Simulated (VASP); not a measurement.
A VASP calculation is set up with these files.

INCAR:
```
ALGO = Normal
EDIFF = 1E-6
EDIFFG = -0.01
ENCUT = 520
GGA = PE
IBRION = 2
ISIF = 3
ISMEAR = 0
IVDW = 12
LASPH = .True.
LCHARG = .False.
LREAL = .False.
LWAVE = .False.
NELM = 100
NSW = 60
PREC = Accurate
SIGMA = 0.05
SYSTEM = MgS
```

KPOINTS:
```
K-points
0
G
  8 8 8
0 0 0
```

File POSCAR:
```
MgS
1.0
  0.0000000000   2.5743248217   2.5743248217
  2.5743248217   0.0000000000   2.5743248217
  2.5743248217   2.5743248217   0.0000000000
Mg S
1 1
Cartesian
  0.0000000000   0.0000000000   0.0000000000
  2.5743248217   2.5743248217   2.5743248217
```

POTCAR, in this order: Mg S (PBE.64 set). Program: vasp_std.

**Question.** Write an equivalent input for Ansatz.

**Answer.** One equivalent input (not run):
Ansatz 0.2 input:
```yaml
crystal:
  lattice:
    - [0.0000000, 2.5743248, 2.5743248]
    - [2.5743248, 0.0000000, 2.5743248]
    - [2.5743248, 2.5743248, 0.0000000]
  atoms:
    - { symbol: Mg, position: [0.0000000, 0.0000000, 0.0000000] }
    - { symbol: S, position: [0.5000000, 0.5000000, 0.5000000] }
kpoints:
  mp_grid: { grid: [8, 8, 8] }
hamiltonian:
  xc: pbe
  dispersion: d3bj
  pseudopotentials: { kind: paw }
scf:
  occupations: { method: gaussian, width: 0.05 }
  max_iter: 100
relax:
  max_steps: 60
  f_tol: 0.01
  cell: {}
output: { forces: true, stress: true, eigenvalues: true }
```
The two are equivalent in intent, not identical: each code has its own PAW files, so the cut-off isn't converted (ENCUT is set for VASP's; basis.ecutwfc is left out, and Ansatz then takes the one that its files recommend); Ansatz stops its SCF on the density residual and VASP on the energy change (EDIFF).

The compound is MgS in the rock salt structure. It was relaxed first. The start is the result of an earlier pass.
